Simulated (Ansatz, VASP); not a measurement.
# Cross-check of Be2Sn between VASP and Ansatz, part 3 of 3

Aim: how closely do two programs agree when they are given the same cell, functional and k mesh? The cell is generated by rule, not measured, and may not be a known phase. The cell is taken from a series of runs on this material, whose earlier steps may have relaxed, scaled, displaced or heated it; both programs get it as it stands.

VASP 6.6.1 and Ansatz 0.2.0.

So far: Set-up; Ansatz: zone-centre phonons, PBEsol; VASP: zone-centre phonons, PBEsol.

## Step 3: VASP: zone-centre phonons, PBEsol (continued)

Level of this step: PBEsol; plane waves and PAW (Sn_d, Be); invented cell (VASP).

Numbers of over 12 decimals in the logs are rounded to 6 here.

From OUTCAR (step 3):

```text
ion  position               nearest neighbor table
   1  0.500  0.500  0.148-   3 2.52   5 2.52   4 2.54   6 2.54   4 2.54   6 2.54   3 2.59   5 2.59
                             2 3.50   2 3.50   2 3.50   2 3.50
   2  0.000  0.000  0.852-   4 2.52   6 2.52   5 2.54   3 2.54   3 2.54   5 2.54   4 2.59   6 2.59
                             1 3.50   1 3.50   1 3.50   1 3.50
   3  0.500  0.248  0.639-   6 2.34   6 2.34   1 2.52   2 2.54   2 2.54   1 2.59
   4  0.000  0.748  0.361-   5 2.34   5 2.34   2 2.52   1 2.54   1 2.54   2 2.59
   5  0.500  0.752  0.639-   4 2.34   4 2.34   1 2.52   2 2.54   2 2.54   1 2.59
   6  0.000  0.252  0.361-   3 2.34   3 2.34   2 2.52   1 2.54   1 2.54   2 2.59

  LATTYP: Found a simple orthorhombic cell.
 ALAT       =     3.9855133065
 B/A-ratio  =     1.1025739819
 C/A-ratio  =     1.2917456007

 Subroutine GETGRP returns: Found  8 space group operations
 (whereof  4 operations were pure point group operations)

The static configuration has the point symmetry C_2v.
 The point group associated with its full space group is D_2h.

 Found    100 irreducible k-points:

   k-points           NKPTS =    100   k-points in BZ     NKDIM =    100   number of bands    NBANDS=     24

   dimension x,y,z NGX =    32 NGY =   42 NGZ =   36
   dimension x,y,z NGXF=    64 NGYF=   84 NGZF=   72

   ENCUT  =  600.0 eV  44.10 Ry    6.64 a.u.   7.96 10.28  8.78*2*pi/ulx,y,z

   NELECT =      36.0000    total number of electrons

 k-points in reciprocal lattice and weights: Automatic mesh
   0.00000000  0.00000000  0.00000000       0.003
   0.12500000  0.00000000  0.00000000       0.005
   0.25000000  0.00000000  0.00000000       0.005
   0.37500000  0.00000000  0.00000000       0.005
   0.50000000  0.00000000  0.00000000       0.003
   0.00000000  0.16666667  0.00000000       0.005
   0.12500000  0.16666667  0.00000000       0.010
   0.25000000  0.16666667  0.00000000       0.010
   0.37500000  0.16666667  0.00000000       0.010
[...]
-----------------------------------------------------------------------------------
    total drift:                                0.000000     -0.000000      0.000000

 Eigenvectors and eigenvalues of the dynamical matrix
 ----------------------------------------------------

   1 f  =   14.680849 THz    92.242497 2PiTHz  489.700422 cm-1    60.715087 meV
             X         Y         Z           dx          dy          dz
      1.992757  2.574135  0.649564     0.000000    0.000000   -0.193500
      0.000000  0.000000  3.744760    -0.000000    0.000000   -0.193500
      1.992757  1.274435  2.807597     0.000000   -0.329050    0.350721
      0.000000  3.848570  1.586727    -0.000000    0.329050    0.350721
      1.992757  3.873834  2.807597     0.000000    0.329050    0.350721
      0.000000  1.299699  1.586727    -0.000000   -0.329050    0.350721

   2 f  =   14.543723 THz    91.380908 2PiTHz  485.126386 cm-1    60.147979 meV
             X         Y         Z           dx          dy          dz
      1.992757  2.574135  0.649564     0.000000   -0.031336    0.000000
      0.000000  0.000000  3.744760    -0.000000    0.031336    0.000000
      1.992757  1.274435  2.807597     0.000000   -0.199845    0.457789
      0.000000  3.848570  1.586727    -0.000000    0.199845    0.457789
      1.992757  3.873834  2.807597     0.000000   -0.199845   -0.457789
      0.000000  1.299699  1.586727    -0.000000    0.199845   -0.457789

   3 f  =   14.152618 THz    88.923522 2PiTHz  472.080522 cm-1    58.530499 meV
             X         Y         Z           dx          dy          dz
      1.992757  2.574135  0.649564     0.138171   -0.000000    0.000000
      0.000000  0.000000  3.744760    -0.138171   -0.000000    0.000000
      1.992757  1.274435  2.807597     0.490361    0.000000   -0.000000
      0.000000  3.848570  1.586727    -0.490361   -0.000000   -0.000000
      1.992757  3.873834  2.807597     0.490361   -0.000000    0.000000
      0.000000  1.299699  1.586727    -0.490361    0.000000    0.000000

   4 f  =   13.915780 THz    87.435421 2PiTHz  464.180440 cm-1    57.551014 meV
             X         Y         Z           dx          dy          dz
      1.992757  2.574135  0.649564    -0.000000    0.000000   -0.120572
      0.000000  0.000000  3.744760     0.000000    0.000000    0.120572
      1.992757  1.274435  2.807597     0.000000   -0.155418    0.467522
      0.000000  3.848570  1.586727     0.000000   -0.155418   -0.467522
      1.992757  3.873834  2.807597    -0.000000    0.155418    0.467522
      0.000000  1.299699  1.586727    -0.000000    0.155418   -0.467522

   5 f  =   13.741493 THz    86.340345 2PiTHz  458.366856 cm-1    56.830222 meV
             X         Y         Z           dx          dy          dz
      1.992757  2.574135  0.649564    -0.000000   -0.000000    0.000000
      0.000000  0.000000  3.744760     0.000000   -0.000000   -0.000000
      1.992757  1.274435  2.807597     0.500000    0.000000   -0.000000
      0.000000  3.848570  1.586727     0.500000    0.000000    0.000000
      1.992757  3.873834  2.807597    -0.500000   -0.000000   -0.000000
      0.000000  1.299699  1.586727    -0.500000   -0.000000    0.000000

   6 f  =   11.189166 THz    70.303603 2PiTHz  373.230400 cm-1    46.274651 meV
             X         Y         Z           dx          dy          dz
      1.992757  2.574135  0.649564     0.000000    0.167547    0.000000
      0.000000  0.000000  3.744760    -0.000000    0.167547    0.000000
      1.992757  1.274435  2.807597     0.000000   -0.304667    0.378341
      0.000000  3.848570  1.586727    -0.000000   -0.304667   -0.378341
      1.992757  3.873834  2.807597    -0.000000   -0.304667   -0.378341
      0.000000  1.299699  1.586727     0.000000   -0.304667    0.378341

   7 f  =    9.867284 THz    61.997971 2PiTHz  329.137152 cm-1    40.807788 meV
             X         Y         Z           dx          dy          dz
      1.992757  2.574135  0.649564    -0.000000   -0.000000   -0.151009
      0.000000  0.000000  3.744760    -0.000000    0.000000    0.151009
      1.992757  1.274435  2.807597     0.000000    0.469021    0.136444
      0.000000  3.848570  1.586727     0.000000    0.469021   -0.136444
      1.992757  3.873834  2.807597     0.000000   -0.469021    0.136444
      0.000000  1.299699  1.586727     0.000000   -0.469021   -0.136444

   8 f  =    9.541874 THz    59.953366 2PiTHz  318.282673 cm-1    39.462004 meV
             X         Y         Z           dx          dy          dz
      1.992757  2.574135  0.649564     0.000000   -0.000000    0.169103
      0.000000  0.000000  3.744760     0.000000   -0.000000    0.169103
      1.992757  1.274435  2.807597    -0.000000   -0.376465   -0.306555
      0.000000  3.848570  1.586727    -0.000000    0.376465   -0.306555
      1.992757  3.873834  2.807597    -0.000000    0.376465   -0.306555
      0.000000  1.299699  1.586727    -0.000000   -0.376465   -0.306555

   9 f  =    9.380947 THz    58.942226 2PiTHz  312.914697 cm-1    38.796460 meV
             X         Y         Z           dx          dy          dz
      1.992757  2.574135  0.649564    -0.257006   -0.000000    0.000000
      0.000000  0.000000  3.744760    -0.257006   -0.000000    0.000000
      1.992757  1.274435  2.807597     0.465805   -0.000000   -0.000000
      0.000000  3.848570  1.586727     0.465805   -0.000000   -0.000000
      1.992757  3.873834  2.807597     0.465805    0.000000   -0.000000
      0.000000  1.299699  1.586727     0.465805    0.000000   -0.000000

  10 f  =    8.569663 THz    53.844782 2PiTHz  285.853193 cm-1    35.441263 meV
             X         Y         Z           dx          dy          dz
      1.992757  2.574135  0.649564    -0.000000    0.000000    0.000000
      0.000000  0.000000  3.744760    -0.000000    0.000000   -0.000000
      1.992757  1.274435  2.807597    -0.500000   -0.000000   -0.000000
      0.000000  3.848570  1.586727     0.500000    0.000000   -0.000000
      1.992757  3.873834  2.807597     0.500000    0.000000   -0.000000
      0.000000  1.299699  1.586727    -0.500000    0.000000   -0.000000

  11 f  =    7.226452 THz    45.405136 2PiTHz  241.048489 cm-1    29.886190 meV
             X         Y         Z           dx          dy          dz
      1.992757  2.574135  0.649564     0.000000   -0.064548    0.000000
      0.000000  0.000000  3.744760     0.000000    0.064548   -0.000000
      1.992757  1.274435  2.807597    -0.000000    0.457132    0.197349
      0.000000  3.848570  1.586727     0.000000   -0.457132    0.197349
      1.992757  3.873834  2.807597     0.000000    0.457132   -0.197349
      0.000000  1.299699  1.586727    -0.000000   -0.457132   -0.197349

  12 f  =    6.661332 THz    41.854384 2PiTHz  222.198120 cm-1    27.549043 meV
             X         Y         Z           dx          dy          dz
      1.992757  2.574135  0.649564     0.000000    0.193122   -0.000000
      0.000000  0.000000  3.744760    -0.000000    0.193122    0.000000
      1.992757  1.274435  2.807597     0.000000   -0.352837   -0.326891
      0.000000  3.848570  1.586727    -0.000000   -0.352837    0.326891
      1.992757  3.873834  2.807597    -0.000000   -0.352837    0.326891
      0.000000  1.299699  1.586727     0.000000   -0.352837   -0.326891

  13 f  =    4.203517 THz    26.411474 2PiTHz  140.214222 cm-1    17.384340 meV
             X         Y         Z           dx          dy          dz
      1.992757  2.574135  0.649564    -0.000000    0.703457   -0.000000
      0.000000  0.000000  3.744760    -0.000000   -0.703457    0.000000
      1.992757  1.274435  2.807597    -0.000000    0.033043    0.038501
      0.000000  3.848570  1.586727     0.000000   -0.033043    0.038501
      1.992757  3.873834  2.807597     0.000000    0.033043   -0.038501
      0.000000  1.299699  1.586727    -0.000000   -0.033043   -0.038501
    [... 43 further lines ...]
      1.992757  3.873834  2.807597    -0.000000    0.180787    0.000394
      0.000000  1.299699  1.586727    -0.000000    0.180787   -0.000394

 ELASTIC MODULI CONTR FROM IONIC RELAXATION (kBar)
 Direction    XX          YY          ZZ          XY          YZ          ZX
 --------------------------------------------------------------------------------
 XX        -195.7293    -59.2083     86.0114      0.0000      0.0000     -0.0000
 YY         -59.2083    -72.4667    -18.7132      0.0000      0.0000      0.0000
 ZZ          86.0114    -18.7132    -81.5215     -0.0000      0.0000      0.0000
 XY           0.0000      0.0000     -0.0000    -58.4422     -0.0000      0.0000
 YZ           0.0000      0.0000      0.0000     -0.0000    -70.9722      0.0000
 ZX          -0.0000      0.0000      0.0000      0.0000      0.0000    -79.5124
 --------------------------------------------------------------------------------
```

## Step 4: Differences

Known differences besides the potentials themselves: the cutoff is 420 eV in Ansatz and 600 eV in VASP; Ansatz makes its cores anew for this functional, VASP keeps those of its PBE data sets. Total energies have different zeros and are not compared.

Both answers:

```
              quantity  Ansatz   VASP  difference
 optical mode 1 (cm⁻¹)    97.6   98.4     -0.80 %
 optical mode 2 (cm⁻¹)   117.6  118.0     -0.39 %
 optical mode 3 (cm⁻¹)   140.0  140.2     -0.13 %
 optical mode 4 (cm⁻¹)   221.9  222.2     -0.11 %
 optical mode 5 (cm⁻¹)   240.8  241.0     -0.12 %
 optical mode 6 (cm⁻¹)   285.6  285.9     -0.11 %
 optical mode 7 (cm⁻¹)   312.6  312.9     -0.10 %
 optical mode 8 (cm⁻¹)   315.4  318.3     -0.91 %
 optical mode 9 (cm⁻¹)   328.2  329.1     -0.28 %
optical mode 10 (cm⁻¹)   372.9  373.2     -0.10 %
optical mode 11 (cm⁻¹)   455.8  458.4     -0.57 %
optical mode 12 (cm⁻¹)   463.1  464.2     -0.24 %
optical mode 13 (cm⁻¹)   469.2  472.1     -0.60 %
optical mode 14 (cm⁻¹)   484.4  485.1     -0.15 %
optical mode 15 (cm⁻¹)   487.9  489.7     -0.37 %
```

Modes are paired by rising frequency, not by their patterns, so a pair may set unlike modes beside each other; they are those without the splitting of longitudinal modes.

## Step 5: Summary of results

| Quantity | Value |
| --- | --- |
| r.m.s. difference of the optical zone-centre modes, each program's sorted by frequency (zone-centre phonons, PBEsol) | 1.4 cm⁻¹ |
| difference in optical mode 8 (zone-centre phonons, PBEsol) | -0.9 % |

In words: The r.m.s. difference of the optical zone-centre modes, each program's sorted by frequency is 1.4 cm⁻¹ (zone-centre phonons, PBEsol). Among the rows given in per cent, the largest difference of the zone-centre phonons, PBEsol pair is in optical mode 8, -0.9 %. Such differences can come from data sets, numerical settings and the points named under the comparisons, not from the functional's error against experiment.

[Lines on the potential files, build, host, timing and source positions are cut from VASP's logs without a mark.]

[Logs are printed without paths, hosts, clocks, repeated set-up lines and the standing remarks that a program may print on its own settings, such as how far it seeks lower states.]

[Hosts, paths, dates, database ids (printed as entryN), source tags and the programs' standing remarks are cut or masked in the printed files.]
